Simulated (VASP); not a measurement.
Method: MS2 meta-GGA, VASP's PBE PAW potentials (set 64) (plane waves; VASP).

Input for VASP

**KPOINTS_OPT**
```
k-points along high-symmetry lines
6
Line-mode
Reciprocal
  0.000000   0.000000   0.000000 ! GAMMA
  0.000000   0.500000   0.000000 ! X

  0.000000   0.500000   0.000000 ! X
  0.500000   0.500000   0.000000 ! M

  0.500000   0.500000   0.000000 ! M
  0.000000   0.000000   0.000000 ! GAMMA

  0.000000   0.000000   0.000000 ! GAMMA
  0.000000   0.000000   0.500000 ! Z

  0.000000   0.000000   0.500000 ! Z
  0.000000   0.500000   0.500000 ! R

  0.000000   0.500000   0.500000 ! R
  0.500000   0.500000   0.500000 ! A

  0.500000   0.500000   0.500000 ! A
  0.000000   0.000000   0.500000 ! Z

  0.000000   0.500000   0.000000 ! X
  0.000000   0.500000   0.500000 ! R

  0.500000   0.500000   0.000000 ! M
  0.500000   0.500000   0.500000 ! A
```

**INCAR**
```
ALGO  =  Normal
EDIFF  =  1E-7
ENCUT  =  520
ISIF  =  2
ISMEAR  =  -5
LASPH  =  .TRUE.
LCHARG  =  .FALSE.
LEFG  =  .TRUE.
LMIXTAU  =  .TRUE.
LORBIT  =  11
LREAL  =  .FALSE.
LWAVE  =  .FALSE.
METAGGA  =  MS2
NEDOS  =  601
NELM  =  100
PREC  =  Accurate
SYSTEM  =  MgF2
```

### KPOINTS
```
Regular mesh
0
G
  6 6 8
0 0 0
```

### POSCAR
```
MgF2
1
    4.6105366209     0.0000000000     0.0000000000
   -0.0000000000     4.6105366209     0.0000000000
    0.0000000000     0.0000000000     3.0430267529
Mg F
2 4
Direct
  0.0000000000   0.0000000000   0.0000000000
  0.5000000000   0.5000000000   0.5000000000
  0.3031316014   0.3031316014   1.0000000000
  0.8031316014   0.1968683986   0.5000000000
  0.1968683986   0.8031316014   0.5000000000
  0.6968683986   0.6968683986   0.0000000000
```

POTCAR, in this order: Mg F (PBE.64 set). Program: vasp_std.

Task: Predict the energy per atom (σ→0), band gap (over mesh and band path).

Result: 
```json
{
 "energy per atom (σ→0)": "-8.161 eV/atom",
 "band gap (over mesh and band path)": "7.58 eV"
}
```

File OSZICAR:
```
...
DAV:  20    -0.489669954159E+02    0.28432E-04   -0.13787E-04  2016   0.107E-01    0.393E-03
DAV:  21    -0.489670305795E+02   -0.35164E-04   -0.12396E-05  2032   0.419E-02    0.472E-03
DAV:  22    -0.489670302799E+02    0.29962E-06   -0.21458E-07  1784   0.548E-03    0.359E-03
DAV:  23    -0.489670300536E+02    0.22629E-06   -0.15045E-06  2044   0.155E-02    0.856E-04
DAV:  24    -0.489670300040E+02    0.49620E-07   -0.48647E-08  1276   0.295E-03
   1 F= -.48967030E+02 E0= -.48967030E+02  d E =0.000000E+00
       N       E                     dE             ncg
       N       E                     dE             ncg
```

The compound is MgF2 in the rutile structure. It was relaxed first.
